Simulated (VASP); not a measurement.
Data:

```xyz
5
Lattice="1.9805 -3.4303 0.0000 1.9805 3.4303 0.0000 0.0000 0.0000 6.2798" Properties=species:S:1:pos:R:3 pbc="T T T"
La     1.9805     1.1434     1.5613
La     1.9805    -1.1434     4.7185
O      0.0000     0.0000     6.2798
O      1.9805     1.1434     4.0515
O      1.9805    -1.1434     2.2284
```

The numbers are results of RPBE GGA, VASP's PBE PAW potentials (set 64) (plane waves; VASP), not measurements. Numerical set-up: 520 eV cut-off, Gaussian smearing of 0.050 eV, potentials La O.

Task: Give the energies of bands 12 to 23 at the high-symmetry points, in eV from the valence-band maximum.

Result: 
```json
[
 {"band": "12", "Γ": "-2.21", "M": "-2.15", "K": "-1.55", "A": "-2.53", "L": "-2.79", "H": "-2.15"},
 {"band": "13", "Γ": "-2.21", "M": "-1.84", "K": "-1.55", "A": "-2.53", "L": "-2.00", "H": "-2.15"},
 {"band": "14", "Γ": "-2.12", "M": "-1.84", "K": "-1.54", "A": "-2.46", "L": "-1.47", "H": "-1.62"},
 {"band": "15", "Γ": "-2.12", "M": "-1.23", "K": "-1.25", "A": "-1.81", "L": "-1.05", "H": "-1.29"},
 {"band": "16", "Γ": "-2.04", "M": "-0.71", "K": "-1.25", "A": "-1.81", "L": "-0.95", "H": "-1.29"},
 {"band": "17", "Γ": "-1.53", "M": "-0.70", "K": "-0.73", "A": "-0.92", "L": "-0.95", "H": "-0.50"},
 {"band": "18", "Γ": "-0.29", "M": "-0.65", "K": "-0.73", "A": "-0.67", "L": "-0.61", "H": "-0.25"},
 {"band": "19", "Γ": "-0.29", "M": "-0.37", "K": "-0.71", "A": "-0.21", "L": "-0.34", "H": "-0.25"},
 {"band": "20", "Γ": "-0.05", "M": "-0.27", "K": "-0.13", "A": "-0.21", "L": "0.00", "H": "-0.25"},
 {"band": "21", "Γ": "4.27", "M": "3.89", "K": "3.95", "A": "4.58", "L": "4.32", "H": "4.25"},
 {"band": "22", "Γ": "4.61", "M": "4.60", "K": "4.66", "A": "4.68", "L": "4.55", "H": "4.76"},
 {"band": "23", "Γ": "4.61", "M": "4.94", "K": "4.66", "A": "4.68", "L": "4.86", "H": "4.76"}
]
```

The gap is indirect, 3.89 eV, from the valence maximum at L to the conduction minimum at M.

The compound is La2O3 in the a-type structure. It was relaxed first.
